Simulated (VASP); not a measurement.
# SnSe: structure and properties in VASP, part 2 of 7

What structure and properties does r2SCAN give SnSe, and how near are they to the measured ones? Left out of this account: 1 further run (core levels: core levels are not valid at this level). The start is a cell from a database of measured crystal structures.

VASP 6.6.1; r2SCAN; plane waves and PAW (Sn_d, Se).

Still holding for the runs below: The bonds form layers, held to each other by dispersion, which r2SCAN holds only at short range, so the spacing between them may come out too wide.

So far, gap on the k-mesh (eV): step 2 (full relaxation (r2SCAN)) 1.23.

The database entry behind the starting cell differs from later determinations by our own check (an axis about 0.9 % long against later determinations), so it need not match the best structure at ambient conditions.

## Step 3: Second relaxation

The basis stayed that of the start cell while the cell moved. A rerun from the cell reached resets it; the error of the finite cutoff stays. The mesh changes with the cell too.

Input file INCAR:

```
SYSTEM = SnSe
PREC = Accurate
ENCUT = 400
EDIFF = 1E-06
NELM = 100
ISMEAR = 0
SIGMA = 0.05
LREAL = .FALSE.
ALGO = Normal
METAGGA = R2SCAN
LASPH = .TRUE.
NBANDS = 49
LORBIT = 11
LWAVE = .FALSE.
LCHARG = .FALSE.
KPAR = 4
IBRION = 2
NSW = 60
ISIF = 3
EDIFFG = -0.01
```

Input file POSCAR:

```
SnSe
1.0
   11.6995704052      0.0000000000      0.0000000000
    0.0000000000      4.1364838857      0.0000000000
    0.0000000000      0.0000000000      4.6526900843
Sn Se
4 4
Direct
    0.1203268500      0.2500000000      0.1168542520
    0.3796731500      0.7500000000      0.6168542520
    0.6203268500      0.2500000000      0.3831457480
    0.8796731500      0.7500000000      0.8831457480
    0.3518960943      0.2500000000      0.0081476676
    0.1481039057      0.7500000000      0.5081476676
    0.8518960943      0.2500000000      0.4918523324
    0.6481039057      0.7500000000      0.9918523324
```

Input file KPOINTS:

```
Automatic mesh
0
Gamma
2 6 5
0 0 0
```

Potentials, in the order of the species: Sn_d and Se (PBE family, release 64).

Launch:

```sh
> mpirun -np 4 vasp_std
```

Log:

```text
[banner, memory and clock lines left out]
running    4 mpi-ranks, on    1 nodes
 distrk:  each k-point on    1 cores,    4 groups
 distr:  one band on    1 cores,    1 groups

 POSCAR found type information on POSCAR SnSe
 POSCAR found :  2 types and       8 ions
 [... a notice as in an earlier step ...]

 LDA part: xc-table for (None), standard interpolation
 POSCAR, INCAR and KPOINTS ok, starting setup
 FFT: planning ... GRIDC
 FFT: planning ... GRID_SOFT
 FFT: planning ... GRID
 WAVECAR not read
 entering main loop
       N       E                     dE             d eps       ncg     rms          rms(c)
DAV:   1     0.672328238844E+03    0.67233E+03   -0.32903E+04  2513   0.180E+03
DAV:   2    -0.371094162611E+02   -0.70944E+03   -0.68887E+03  2384   0.526E+02
DAV:   3    -0.165013502994E+03   -0.12790E+03   -0.12253E+03  2864   0.193E+02
DAV:   4    -0.173030194801E+03   -0.80167E+01   -0.79219E+01  2771   0.507E+01
DAV:   5    -0.173293189050E+03   -0.26299E+00   -0.26262E+00  2795   0.965E+00    0.762E+00
DAV:   6    -0.159731955507E+03    0.13561E+02   -0.43900E+00  3230   0.189E+01    0.518E+00
DAV:   7    -0.159793368318E+03   -0.61413E-01   -0.91614E-01  2942   0.402E+00    0.198E+00
DAV:   8    -0.159812417337E+03   -0.19049E-01   -0.48109E-02  3045   0.159E+00    0.619E-01
DAV:   9    -0.159817152757E+03   -0.47354E-02   -0.10272E-02  2762   0.465E-01    0.240E-01
DAV:  10    -0.159817538749E+03   -0.38599E-03   -0.14737E-03  3218   0.302E-01    0.994E-02
DAV:  11    -0.159817738196E+03   -0.19945E-03   -0.50744E-04  2738   0.117E-01    0.173E-02
DAV:  12    -0.159817742639E+03   -0.44437E-05   -0.55606E-05  3309   0.502E-02    0.123E-02
DAV:  13    -0.159817744631E+03   -0.19915E-05   -0.18381E-05  2652   0.247E-02    0.318E-03
DAV:  14    -0.159817744126E+03    0.50508E-06   -0.12530E-06  1642   0.793E-03
   1 F= -.15981774E+03 E0= -.15981774E+03  d E =-.159818E+03
 curvature:   0.00 expect dE= 0.000E+00 dE for cont linesearch  0.000E+00
 trial: gam= 0.00000 g(F)=  0.678E-05 g(S)=  0.316E-03 ort = 0.000E+00 (trialstep = 0.100E+01)
 search vector abs. value=  0.323E-03
 bond charge predicted
       N       E                     dE             d eps       ncg     rms          rms(c)
DAV:   1    -0.159820974761E+03   -0.32301E-02   -0.79680E-02  3084   0.267E+00    0.322E-01
DAV:   2    -0.159818554564E+03    0.24202E-02   -0.56732E-03  2957   0.731E-01    0.143E-01
DAV:   3    -0.159817953049E+03    0.60152E-03   -0.20794E-03  3051   0.417E-01    0.314E-02
DAV:   4    -0.159817925167E+03    0.27882E-04   -0.11499E-04  2604   0.688E-02    0.165E-02
DAV:   5    -0.159817916744E+03    0.84229E-05   -0.10972E-05  3206   0.217E-02    0.887E-03
DAV:   6    -0.159817916780E+03   -0.36061E-07   -0.15497E-06  1434   0.969E-03
   2 F= -.15981792E+03 E0= -.15981792E+03  d E =-.172654E-03
[...]
3 F= -.15981792E+03 E0= -.15981792E+03  d E =-.172601E-03
[...]
4 F= -.15981807E+03 E0= -.15981807E+03  d E =-.157128E-03
 ZBRENT: can't locate minimum, use default step
 trial-energy change:   -0.000157  1 .order   -0.000141   -0.000157   -0.000124
 step:   4.0475(harm=  4.8424)  dis= 0.00334  next Energy=  -159.818293 (dE=-0.376E-03)
 bond charge predicted
       N       E                     dE             d eps       ncg     rms          rms(c)
DAV:   1    -0.159820650148E+03   -0.25762E-02   -0.36359E-01  3233   0.317E+00    0.336E-01
DAV:   2    -0.159819189337E+03    0.14608E-02   -0.10480E-02  2911   0.979E-01    0.180E-01
DAV:   3    -0.159818365599E+03    0.82374E-03   -0.23393E-03  2999   0.451E-01    0.525E-02
DAV:   4    -0.159818355191E+03    0.10408E-04   -0.46159E-04  2767   0.148E-01    0.268E-02
DAV:   5    -0.159818348929E+03    0.62620E-05   -0.28690E-05  3142   0.368E-02    0.113E-02
DAV:   6    -0.159818349572E+03   -0.64344E-06   -0.75428E-06  2564   0.179E-02
   5 F= -.15981835E+03 E0= -.15981835E+03  d E =-.432846E-03
 curvature:  -3.48 expect dE=-0.651E-04 dE for cont linesearch -0.364E-04
 trial: gam=-0.18130 g(F)=  0.169E-04 g(S)=  0.176E-05 ort = 0.494E-04 (trialstep = 0.162E+01)
 search vector abs. value=  0.845E-05
 reached required accuracy - stopping structural energy minimisation
```

Elapsed: 8.2 min, on 4 MPI ranks of Intel Xeon Platinum 8488C (Sapphire Rapids), shared host; peak memory 1.4 GiB; 33 min of CPU time.

OUTCAR, selected parts (step 3):

```text
  LATTYP: Found a simple orthorhombic cell.
 ALAT       =     4.1364838857
 B/A-ratio  =     1.1247934751
 C/A-ratio  =     2.8283853457

 Found     24 irreducible k-points:

   k-points           NKPTS =     24   k-points in BZ     NKDIM =     24   number of bands    NBANDS=     49

   ENCUT  =  400.0 eV  29.40 Ry    5.42 a.u.  19.08  6.75  7.59*2*pi/ulx,y,z

   NELECT =      80.0000    total number of electrons

 E-fermi :   4.7469

 k-point     1 :       0.0000    0.0000    0.0000
  band No.  band energies     occupation
    ...
     36       2.7423      2.00000
     37       3.0559      2.00000
     38       3.6408      2.00000
     39       3.8771      2.00000
     40       4.3732      2.00000
     41       5.7791      0.00000
     42       7.6104      0.00000
     43       7.6428      0.00000
     44       7.7510      0.00000
     45       7.9759      0.00000
    ...

 k-point     2 :       0.5000    0.0000    0.0000
  band No.  band energies     occupation
    ...
     36       2.6575      2.00000
     37       2.8428      2.00000
     38       2.8428      2.00000
     39       4.1620      2.00000
     40       4.1620      2.00000
     41       7.3041      0.00000
     42       7.3041      0.00000
     43       7.4689      0.00000
     44       7.4689      0.00000
     45       8.5529      0.00000
    ...

  Total       -0.0076965     -0.0144138      0.0049302      0.0000000     -0.0000000      0.0000000
  in kB       -0.0545119     -0.1020883      0.0349190      0.0000000     -0.0000000      0.0000000
  external PRESSURE =      -0.0405604 kB  Pullay stress =       0.0000000 kB

  energy-cutoff  :      400.00
  volume of cell :      226.21
      direct lattice vectors                 reciprocal lattice vectors
    11.719083289  0.000000000  0.000000000     0.085330906  0.000000000  0.000000000
     0.000000000  4.132427734  0.000000000     0.000000000  0.241988503  0.000000000
     0.000000000 -0.000000000  4.671032780     0.000000000 -0.000000000  0.214085417

 POSITION                                       TOTAL-FORCE (eV/Angst)
 -----------------------------------------------------------------------------------
      1.41322      1.03311      0.54945         0.002842     -0.000000      0.008458
      4.44632      3.09932      2.88497        -0.002842     -0.000000      0.008458
      7.27276      1.03311      1.78607         0.002842      0.000000     -0.008458
     10.30586      3.09932      4.12158        -0.002842      0.000000     -0.008458
      4.12200      1.03311      0.03664        -0.001996      0.000000     -0.002040
      1.73755      3.09932      2.37216         0.001996      0.000000     -0.002040
      9.98154      1.03311      2.29888        -0.001996     -0.000000      0.002040
      7.59709      3.09932      4.63439         0.001996     -0.000000      0.002040
 -----------------------------------------------------------------------------------
    total drift:                               -0.000000     -0.000000      0.000000

  FREE ENERGIE OF THE ION-ELECTRON SYSTEM (eV)
  ---------------------------------------------------
  free  energy   TOTEN  =      -159.8183495723 eV

  energy  without entropy=     -159.8183495723  energy(sigma->0) =     -159.81834957

 total charge
# of ion       s       p       d       tot
------------------------------------------
    1        1.316   0.781   9.987  12.084
    2        1.316   0.781   9.987  12.084
    3        1.316   0.781   9.987  12.084
    4        1.316   0.781   9.987  12.084
    5        1.466   2.382   0.023   3.871
    6        1.466   2.382   0.023   3.871
    7        1.466   2.382   0.023   3.871
    8        1.466   2.382   0.023   3.871
--------------------------------------------------
tot         11.128  12.650  40.043  63.821

[... 4 parts as in an earlier step ...]

[... 7 further parts left out ...]
```

The steps of the relaxation:

```
step  energy less that of the first step (eV)  largest force (eV/Å)  pressure (GPa)  volume (Å³)
   1                                   0.0000                0.0057            0.09       225.17
   2                                  -0.0002                0.0190           -0.01       225.67
   3                                  -0.0002                0.0204           -0.02       225.70
   4                                  -0.0003                0.0167           -0.02       225.82
   5                                  -0.0006                0.0089            0.00       226.21
```

```
conventional cell, symmetrised  before   after  change
                         a (Å)  11.700  11.719  +0.2 %
                         b (Å)   4.136   4.132  -0.1 %
                         c (Å)   4.653   4.671  +0.4 %
              volume (Å³/atom)   28.15   28.28  +0.5 %
```

The relaxed structure:

```
Sn Se
1.0
    11.71908    0.00000    0.00000
     0.00000    4.13243    0.00000
     0.00000    0.00000    4.67103
Sn Se
4 4
Direct
  0.12059 0.25000 0.11763
  0.37941 0.75000 0.61763
  0.62059 0.25000 0.38237
  0.87941 0.75000 0.88237
  0.35173 0.25000 0.00784
  0.14827 0.75000 0.50784
  0.85173 0.25000 0.49216
  0.64827 0.75000 0.99216
```

Numbers from this step:

| Quantity | Value |
| --- | --- |
| irreducible k-points | 24 |
| free energy (TOTEN) | -159.8183 eV |
| Fermi energy | 4.747 eV |
| pressure | -0.004056 GPa |
| conduction bottom at k | 0, 0.3333, 0 |
| least direct gap at k | 0, 0.3333, 0 |
| SCF cycles over all ionic steps | 36 |
| gap on the k-mesh | 1.099 eV |
| least direct gap on the k-mesh | 1.350 eV |

It ends with a largest force of 0.009 eV/Å and a pressure of 0.00 GPa.

(Continued in part 3 of 7.)

[Lines on the potential files, build, host, timing and source positions are cut from VASP's logs without a mark.]

[Logs are printed without paths, hosts, clocks, repeated set-up lines and the standing remarks that a program may print on its own settings, such as how far it seeks lower states.]

[Hosts, paths, dates, database ids (printed as entryN), source tags and the programs' standing remarks are cut or masked in the printed files.]

[Measured values are set beside computed ones only where the two were judged alike; some that the calculation misses by far are left out.]

[In band tables of VASP the shares of atoms and orbitals are scaled to a sum of 1 inside the atoms' spheres.]
